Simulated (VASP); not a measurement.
# CaP2Ru2: accuracy against cost in the SCF threshold and precision settings

How sensitive are energy, pressure and forces of CaP2Ru2 to the SCF threshold and precision settings? The series runs use LDA. The SCF threshold tried: EDIFF = 0.01; EDIFF = 0.001; EDIFF = 1E-04; EDIFF = 1E-05; EDIFF = 1E-06; EDIFF = 1E-08. The precision settings tried: PREC = Low; PREC = Medium; PREC = Normal; PREC = Single; PREC = Accurate; LREAL = Auto; ADDGRID = .TRUE.; LASPH = .FALSE.. The start is a computed cell from the Materials Project.

Calculated with VASP 6.6.1; LDA; plane waves and PAW (Ca_sv, P, Ru_pv).

## Step 1: The starting structure

The structure is tetragonal, space group I4/mmm (No. 139). Conventional cell: a = 4.047 Å, b = 4.047 Å, c = 9.927 Å, α = 90.00°, β = 90.00°, γ = 90.00°. Ca has 10 P at 3.16 to 3.62 Å and 8 Ru at 3.20 Å nearest. Nearest to P lie 4 Ru at 2.32 Å and 5 P at 2.69 to 3.65 Å and 5 Ca at 3.16 to 3.62 Å. Nearest to Ru lie 4 P at 2.32 Å and 4 Ru at 2.86 Å and 4 Ca at 3.20 Å. Farther neighbours are not listed.

## Step 2: SCF threshold: EDIFF = 0.01

EDIFF stops the electronic loop; forces need it tighter than energies do. LDA, the lowest rung, knows the local density alone.

Contents of INCAR:

```
SYSTEM = CaP2Ru2
PREC = Accurate
ENCUT = 400
EDIFF = 0.01
NELM = 100
ISMEAR = -1
SIGMA = 0.05
LREAL = .FALSE.
ALGO = Normal
GGA = CA
NBANDS = 30
LASPH = .TRUE.
LORBIT = 11
LWAVE = .FALSE.
LCHARG = .FALSE.
KPAR = 4
ISIF = 2
```

Contents of POSCAR:

```
CaP2Ru2
1.0
   -4.0465953712      0.0000000000      0.0000000000
    0.0000000000      4.0465953712      0.0000000000
    2.0232976856     -2.0232976856     -4.9636705479
Ca P Ru
1 2 2
Direct
    0.0000000000      0.0000000000      0.0000000000
    0.3642886000      0.3642886000      0.7285772000
    0.6357114000      0.6357114000      0.2714228000
    0.7500000000      0.2500000000      0.5000000000
    0.2500000000      0.7500000000      0.5000000000
```

Contents of KPOINTS:

```
Automatic mesh
0
Gamma
5 5 5
0 0 0
```

PAW data sets: Ca_sv, P and Ru_pv (PBE family, release 64).

Command:

```
> mpirun -np 4 vasp_std
```

Log:

```text
[banner, memory and clock lines left out]
running    4 mpi-ranks, on    1 nodes
 distrk:  each k-point on    1 cores,    4 groups
 distr:  one band on    1 cores,    1 groups

 POSCAR found type information on POSCAR CaP Ru
 POSCAR found :  3 types and       5 ions
|                                                                             |
|               ----> ADVICE to this user running VASP <----                  |
|                                                                             |
|     You enforced a specific xc type in the INCAR file but a different       |
|     [... a line on the potential file left out ...]
|     I HOPE YOU KNOW WHAT YOU ARE DOING!                                     |
|                                                                             |

 LDA part: xc-table for (Slater(with rela. corr.)+CA(PZ))
 , standard interpolation
 POSCAR, INCAR and KPOINTS ok, starting setup
 FFT: planning ... GRIDC
 FFT: planning ... GRID_SOFT
 FFT: planning ... GRID
 WAVECAR not read
 entering main loop
       N       E                     dE             d eps       ncg     rms          rms(c)
DAV:   1     0.409208408614E+03    0.40921E+03   -0.23462E+04  1128   0.133E+03
DAV:   2    -0.217884661526E+02   -0.43100E+03   -0.41604E+03  1152   0.413E+02
DAV:   3    -0.417120029199E+02   -0.19924E+02   -0.19230E+02  1490   0.815E+01
DAV:   4    -0.423458360814E+02   -0.63383E+00   -0.63190E+00  1716   0.117E+01
DAV:   5    -0.423556364119E+02   -0.98003E-02   -0.97968E-02  1362   0.146E+00    0.256E+01
DAV:   6    -0.411462711387E+02    0.12094E+01   -0.12155E+01  1330   0.221E+01    0.664E+00
DAV:   7    -0.407697351779E+02    0.37654E+00   -0.29761E+00  1292   0.114E+01    0.645E+00
DAV:   8    -0.406811701600E+02    0.88565E-01   -0.36111E-01  1298   0.403E+00    0.107E+00
DAV:   9    -0.406773950042E+02    0.37752E-02   -0.38939E-02  1134   0.102E+00
   1 F= -.40677395E+02 E0= -.40665827E+02  d E =-.231362E-01
```

It took 4 s on 4 MPI ranks of AMD EPYC 9R45, shared host; peak memory 0.56 GiB.

Lines that name or quote the potential files are left out of all logs, and their timing lines are given in words.

OUTCAR, selected parts (step 2):

```text
ion  position               nearest neighbor table
   1  0.000  0.000  0.000-   4 3.20   5 3.20   4 3.20   5 3.20   4 3.20   5 3.20   4 3.20   5 3.20

  LATTYP: Found a body centered tetragonal cell.
 ALAT       =     4.0465953712
 C/A-ratio  =     2.4532576611

 Subroutine GETGRP returns: Found 16 space group operations
 (whereof 16 operations were pure point group operations)

The static configuration has the point symmetry D_4h.

 Found     18 irreducible k-points:

   k-points           NKPTS =     18   k-points in BZ     NKDIM =     18   number of bands    NBANDS=     30

   dimension x,y,z NGX =    28 NGY =   28 NGZ =   40
   dimension x,y,z NGXF=    56 NGYF=   56 NGZF=   80

   ENCUT  =  400.0 eV  29.40 Ry    5.42 a.u.   6.60  6.60  9.34*2*pi/ulx,y,z

   NELECT =      48.0000    total number of electrons

 k-points in reciprocal lattice and weights: Automatic mesh
   0.00000000  0.00000000  0.00000000       0.008
   0.20000000  0.00000000  0.00000000       0.064
   0.40000000  0.00000000 -0.00000000       0.064
   0.20000000  0.20000000  0.00000000       0.064
   0.40000000  0.20000000 -0.00000000       0.128
  -0.40000000  0.20000000  0.00000000       0.128
  -0.20000000  0.20000000  0.00000000       0.032
   0.40000000  0.40000000 -0.00000000       0.064
  -0.40000000  0.40000000  0.00000000       0.032
[...]
0.00000000  0.00000000  0.40000000       0.016
   0.20000000  0.00000000  0.40000000       0.032

 average (electrostatic) potential at core
       1 -40.2938       2 -80.2660       3 -80.2660       4 -70.6072       5 -70.6072

 E-fermi :   8.7812

 k-point     1 :       0.0000    0.0000    0.0000
  band No.  band energies     occupation
    ...
     20       7.4261      2.00000
     21       7.5035      2.00000
     22       8.1046      2.00000
     23       8.3433      1.99969
     24       8.3433      1.99969
     25       9.5925      0.00000
     26       9.8279      0.00000
     27      11.1761      0.00000
     28      11.1761      0.00000
     29      11.4563      0.00000
    ...

 k-point     2 :       0.2000    0.0000    0.0000
  band No.  band energies     occupation
    ...
     20       7.0407      2.00000
     21       7.4590      2.00000
     22       7.5525      2.00000
     23       7.7786      2.00000
     24       8.0573      2.00000
     25       9.4119      0.00001
     26      10.0041      0.00000
     27      10.7470      0.00000
     28      11.4801      0.00000
     29      12.2204      0.00000
    ...

 k-point     3 :       0.4000    0.0000   -0.0000
  band No.  band energies     occupation
    ...
     20       6.4140      2.00000
     21       6.4281      2.00000
     22       6.6233      2.00000
     23       7.2005      2.00000
     24       7.9764      2.00000
     25       9.6957      0.00000
     26      10.0951      0.00000
     27      11.3939      0.00000
     28      11.5604      0.00000
     29      12.4137      0.00000
    ...

  Total       -1.7386752     -1.7386752     -1.9688131      0.0000000      0.0000000      0.0000000
  in kB      -34.2725592    -34.2725592    -38.8090090      0.0000000      0.0000000      0.0000000
  external PRESSURE =     -35.7847092 kB  Pullay stress =       0.0000000 kB

  energy-cutoff  :      400.00
  volume of cell :       81.28
      direct lattice vectors                 reciprocal lattice vectors
    -4.046595371  0.000000000  0.000000000    -0.247121323  0.000000000 -0.100731907
     0.000000000  4.046595371  0.000000000     0.000000000  0.247121323 -0.100731907
     2.023297686 -2.023297686 -4.963670548     0.000000000  0.000000000 -0.201463814

 POSITION                                       TOTAL-FORCE (eV/Angst)
 -----------------------------------------------------------------------------------
      0.00000      0.00000      0.00000        -0.000000     -0.000000      0.000000
     -0.00000      0.00000     -3.61642        -0.000000      0.000000     -0.043665
     -2.02330      2.02330     -1.34725         0.000000     -0.000000      0.043665
     -2.02330      0.00000     -2.48184         0.000000     -0.000000      0.000000
      0.00000      2.02330     -2.48184         0.000000      0.000000      0.000000
 -----------------------------------------------------------------------------------
    total drift:                               -0.000000      0.000000     -0.000000

  FREE ENERGIE OF THE ION-ELECTRON SYSTEM (eV)
  ---------------------------------------------------
  free  energy   TOTEN  =       -40.6773950042 eV

  energy  without entropy=      -40.6542588166  energy(sigma->0) =      -40.66582691

 total charge
# of ion       s       p       d       tot
------------------------------------------
    1        2.036   5.843   0.296   8.175
    2        1.018   1.409   0.000   2.427
    3        1.018   1.409   0.000   2.427
    4        0.335   6.302   6.268  12.905
    5        0.335   6.302   6.268  12.905
--------------------------------------------------
tot          4.741  21.266  12.832  38.839

[... 3 further parts left out ...]
```

The k-mesh is coarse for a metal. The PAW data sets were made with PBE, though LDA sets exist; this is a small mismatch.

Numbers from this step:

* electronic steps: 9
* electrons: 48
* bands: 30
* irreducible k points: 18
* symmetry operations: 16
* free energy (TOTEN): -40.68 eV
* energy at zero smearing: -40.67 eV
* Fermi energy: 8.781 eV
* pressure: -3.578 GPa
* metallic: yes

The series starts at -8.1332 eV an atom and -3.58 GPa, after 9 cycles in 4 s.

## Step 3: SCF threshold: EDIFF = 0.001

Edit INCAR of step 2 so:

```diff
@@ -3,3 +3,3 @@
 ENCUT = 400
-EDIFF = 0.01
+EDIFF = 0.001
 NELM = 100
```

POSCAR is that of step 2.

KPOINTS is that of step 2.

Command:

```
> mpirun -np 4 vasp_std
```

Log:

```text
[banner, memory and clock lines left out]
running    4 mpi-ranks, on    1 nodes
[...]
[... a notice as in an earlier step ...]

 LDA part: xc-table for (Slater(with rela. corr.)+CA(PZ))
 , standard interpolation
 POSCAR, INCAR and KPOINTS ok, starting setup
[...]
entering main loop
       N       E                     dE             d eps       ncg     rms          rms(c)
[... 4 cycles as in an earlier step ...]
DAV:   5    -0.423556628512E+02   -0.98268E-02   -0.98233E-02  1418   0.146E+00    0.256E+01
DAV:   6    -0.411463123612E+02    0.12094E+01   -0.12155E+01  1330   0.221E+01    0.664E+00
DAV:   7    -0.407697411966E+02    0.37657E+00   -0.29762E+00  1292   0.114E+01    0.645E+00
DAV:   8    -0.406811757171E+02    0.88565E-01   -0.36116E-01  1314   0.403E+00    0.107E+00
DAV:   9    -0.406775000866E+02    0.36756E-02   -0.39931E-02  1498   0.101E+00    0.277E-01
DAV:  10    -0.406767813559E+02    0.71873E-03   -0.40146E-03  1170   0.411E-01
   1 F= -.40676781E+02 E0= -.40665251E+02  d E =-.230599E-01
```

The job ended after 4.4 s (4 MPI ranks; peak memory 0.56 GiB; 15 s of CPU time).

OUTCAR, selected parts (step 3):

```text
  Total       -2.8492244     -2.8492244     -3.1638822      0.0000000      0.0000000      0.0000000
  in kB      -56.1635722    -56.1635722    -62.3660703      0.0000000      0.0000000      0.0000000
  external PRESSURE =     -58.2310716 kB  Pullay stress =       0.0000000 kB

 POSITION                                       TOTAL-FORCE (eV/Angst)
 -----------------------------------------------------------------------------------
      0.00000      0.00000      0.00000        -0.000000      0.000000     -0.000000
     -0.00000      0.00000     -3.61642         0.000000     -0.000000     -0.066008
     -2.02330      2.02330     -1.34725        -0.000000      0.000000      0.066008
     -2.02330      0.00000     -2.48184         0.000000     -0.000000      0.000000
      0.00000      2.02330     -2.48184        -0.000000      0.000000     -0.000000
 -----------------------------------------------------------------------------------
    total drift:                               -0.000000      0.000000     -0.000000

  FREE ENERGIE OF THE ION-ELECTRON SYSTEM (eV)
  ---------------------------------------------------
  free  energy   TOTEN  =       -40.6767813559 eV

  energy  without entropy=      -40.6537214219  energy(sigma->0) =      -40.66525139

[... 2 parts as in an earlier step ...]

[... 1 further part left out ...]
[key lines of the parts left out:]
E-fermi :   8.7924
```

Against the run before the energy moves by +0.12 meV an atom and the pressure by -2.24 GPa, after 10 cycles in 4.4 s.

## Step 4: SCF threshold: EDIFF = 1E-04

Edit INCAR of step 3 so:

```diff
@@ -3,3 +3,3 @@
 ENCUT = 400
-EDIFF = 0.001
+EDIFF = 1E-04
 NELM = 100
```

POSCAR is that of step 3.

KPOINTS is that of step 3.

Command:

```
> mpirun -np 4 vasp_std
```

Log:

```text
[... set-up lines as in an earlier step ...]
 entering main loop
       N       E                     dE             d eps       ncg     rms          rms(c)
[... 8 cycles as in an earlier step ...]
DAV:   9    -0.406775039516E+02    0.36718E-02   -0.39970E-02  1594   0.101E+00    0.277E-01
DAV:  10    -0.406767890051E+02    0.71495E-03   -0.40113E-03  1354   0.403E-01    0.118E-01
DAV:  11    -0.406767802019E+02    0.88032E-05   -0.38980E-04  1196   0.101E-01
   1 F= -.40676780E+02 E0= -.40665264E+02  d E =-.230329E-01
```

Elapsed: 4.8 s, on 4 MPI ranks; peak memory 0.56 GiB.

From OUTCAR (step 4):

```text
  Total       -2.7952090     -2.7952090     -3.0222535      0.0000000      0.0000000     -0.0000000
  in kB      -55.0988268    -55.0988268    -59.5743022      0.0000000      0.0000000     -0.0000000
  external PRESSURE =     -56.5906520 kB  Pullay stress =       0.0000000 kB

 POSITION                                       TOTAL-FORCE (eV/Angst)
 -----------------------------------------------------------------------------------
      0.00000      0.00000      0.00000        -0.000000     -0.000000      0.000000
     -0.00000      0.00000     -3.61642        -0.000000     -0.000000     -0.063723
     -2.02330      2.02330     -1.34725        -0.000000     -0.000000      0.063723
     -2.02330      0.00000     -2.48184         0.000000      0.000000      0.000000
      0.00000      2.02330     -2.48184        -0.000000     -0.000000      0.000000
 -----------------------------------------------------------------------------------
    total drift:                               -0.000000      0.000000     -0.000000

  FREE ENERGIE OF THE ION-ELECTRON SYSTEM (eV)
  ---------------------------------------------------
  free  energy   TOTEN  =       -40.6767802019 eV

  energy  without entropy=      -40.6537472843  energy(sigma->0) =      -40.66526374

[... 2 parts as in an earlier step ...]

[... 1 further part left out ...]
[key lines of the parts left out:]
E-fermi :   8.7921
```

Against the run before the energy stays within 0.01 meV an atom; the pressure moves by +0.16 GPa, after 11 cycles in 4.8 s.

## Step 5: SCF threshold: EDIFF = 1E-05

Edit INCAR of step 4 so:

```diff
@@ -3,3 +3,3 @@
 ENCUT = 400
-EDIFF = 1E-04
+EDIFF = 1E-05
 NELM = 100
```

POSCAR is that of step 4.

KPOINTS is that of step 4.

Command:

```
> mpirun -np 4 vasp_std
```

Log:

```text
[... set-up lines as in an earlier step ...]
 entering main loop
       N       E                     dE             d eps       ncg     rms          rms(c)
[... 10 cycles as in an earlier step ...]
DAV:  11    -0.406767807447E+02    0.82604E-05   -0.39522E-04  1396   0.101E-01    0.474E-02
DAV:  12    -0.406767903790E+02   -0.96344E-05   -0.48074E-05  1156   0.446E-02
   1 F= -.40676790E+02 E0= -.40665269E+02  d E =-.230424E-01
```

Run time: 5 s. Hardware: 4 MPI ranks; peak memory 0.56 GiB; 18 s of CPU time.

Parts of OUTCAR (step 5):

```text
  Total       -2.8487667     -2.8487667     -3.1385328      0.0000000      0.0000000     -0.0000000
  in kB      -56.1545511    -56.1545511    -61.8663852      0.0000000      0.0000000     -0.0000000
  external PRESSURE =     -58.0584958 kB  Pullay stress =       0.0000000 kB

 POSITION                                       TOTAL-FORCE (eV/Angst)
 -----------------------------------------------------------------------------------
      0.00000      0.00000      0.00000        -0.000000     -0.000000     -0.000000
     -0.00000      0.00000     -3.61642        -0.000000      0.000000     -0.066695
     -2.02330      2.02330     -1.34725         0.000000     -0.000000      0.066695
     -2.02330      0.00000     -2.48184         0.000000      0.000000     -0.000000
      0.00000      2.02330     -2.48184         0.000000     -0.000000     -0.000000
 -----------------------------------------------------------------------------------
    total drift:                               -0.000000      0.000000     -0.000000

  FREE ENERGIE OF THE ION-ELECTRON SYSTEM (eV)
  ---------------------------------------------------
  free  energy   TOTEN  =       -40.6767903790 eV

  energy  without entropy=      -40.6537479733  energy(sigma->0) =      -40.66526918

[... 2 parts as in an earlier step ...]

[... 1 further part left out ...]
[key lines of the parts left out:]
E-fermi :   8.7928
```

Against the run before the energy stays within 0.01 meV an atom; the pressure moves by -0.15 GPa, after 12 cycles in 5 s.

## Step 6: SCF threshold: EDIFF = 1E-06

Edit INCAR of step 5 so:

```diff
@@ -3,3 +3,3 @@
 ENCUT = 400
-EDIFF = 1E-05
+EDIFF = 1E-06
 NELM = 100
```

POSCAR is that of step 5.

KPOINTS is that of step 5.

Command:

```
> mpirun -np 4 vasp_std
```

Log:

```text
[... set-up lines as in an earlier step ...]
 entering main loop
       N       E                     dE             d eps       ncg     rms          rms(c)
[... 11 cycles as in an earlier step ...]
DAV:  12    -0.406767904288E+02   -0.96841E-05   -0.48562E-05  1348   0.446E-02    0.225E-02
DAV:  13    -0.406767878676E+02    0.25613E-05   -0.11360E-05  1338   0.202E-02    0.749E-03
DAV:  14    -0.406767879230E+02   -0.55401E-07   -0.20606E-06  1040   0.759E-03
   1 F= -.40676788E+02 E0= -.40665270E+02  d E =-.230361E-01
```

The job ended after 5.4 s (4 MPI ranks; peak memory 0.56 GiB; 20 s of CPU time).

Parts of OUTCAR (step 6):

```text
  Total       -2.7788293     -2.7788293     -3.0359415      0.0000000      0.0000000      0.0000000
  in kB      -54.7759532    -54.7759532    -59.8441188      0.0000000      0.0000000      0.0000000
  external PRESSURE =     -56.4653418 kB  Pullay stress =       0.0000000 kB

 POSITION                                       TOTAL-FORCE (eV/Angst)
 -----------------------------------------------------------------------------------
      0.00000      0.00000      0.00000        -0.000000      0.000000      0.000000
     -0.00000      0.00000     -3.61642         0.000000     -0.000000     -0.066052
     -2.02330      2.02330     -1.34725        -0.000000      0.000000      0.066052
     -2.02330      0.00000     -2.48184         0.000000     -0.000000      0.000000
      0.00000      2.02330     -2.48184         0.000000      0.000000      0.000000
 -----------------------------------------------------------------------------------
    total drift:                               -0.000000      0.000000     -0.000000

  FREE ENERGIE OF THE ION-ELECTRON SYSTEM (eV)
  ---------------------------------------------------
  free  energy   TOTEN  =       -40.6767879230 eV

  energy  without entropy=      -40.6537517875  energy(sigma->0) =      -40.66526986

[... 2 parts as in an earlier step ...]

[... 1 further part left out ...]
[key lines of the parts left out:]
E-fermi :   8.7921
```

Against the run before the energy stays within 0.01 meV an atom; the pressure moves by +0.16 GPa, after 14 cycles in 5.4 s.

(Part 1 of 3 ends here.)

[Lines on the potential files, build, host, timing and source positions are cut from VASP's logs without a mark.]

[Logs are printed without paths, hosts, clocks, repeated set-up lines and the standing remarks that a program may print on its own settings, such as how far it seeks lower states.]

[Hosts, paths, dates, database ids (printed as entryN), source tags and the programs' standing remarks are cut or masked in the printed files.]

[A measured line is paired with the nearest computed mode of its activity, which favours agreement.]
